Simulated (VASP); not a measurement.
Runs of VASP 6.6.1 on SrRu2. It takes space group P-3m1 (No. 164, trigonal). The conventional cell has a = 4.031 Å, b = 4.031 Å, c = 5.106 Å, α = 90.00°, β = 90.00°, γ = 120.00°. Sr (site symmetry -3m) has 12 Ru at 3.30 to 3.61 Å as nearest neighbours. Around Ru (site symmetry 3m) lie 3 Ru at 2.37 Å. The cell was built by a generator and needn't be a form met in nature.

```csv
task,cell,k mesh,cutoff (eV),mesh quality,gap on the mesh (eV),pressure (GPa),relaxed volume (Å³/atom),largest force (eV/Å)
relaxation of cell and atoms,relaxed,6 × 6 × 4,600,not flagged,none,0.0,(a),-
relaxation of cell and atoms,relaxed,6 × 6 × 2,600,coarse,none,0.1,18.76,0.03
single point,"P-3m1, 23.8 Å³/atom",6 × 6 × 4,520,not flagged,none,0.1,-,(b)
single point,"P-3m1, 23.95 Å³/atom",6 × 6 × 2,520,coarse,none,0.3,-,0.01
single point,"P6/mmm, 24.22 Å³/atom",15 × 15 × 10,520,not flagged,none,0.2,-,-
```

Alike in all rows: level PBE; potentials or basis VASP PAW PBE potentials, release 64 (Sr_sv, Ru_pv); no spin polarisation; smearing gaussian 0.1 eV.

Question: Estimate the missing entries.

Answer: (a) 23.80; (b) 0.04.

Caveats: some runs use coarse meshes; the volume moved by over 15 % at a fixed basis, so the end points are rough (some runs).

A k mesh can miss the band edges, and the runs leave out spin-orbit coupling on Ru, Sr.

A gap of «none» marks a metal or a gap under the smearing width.
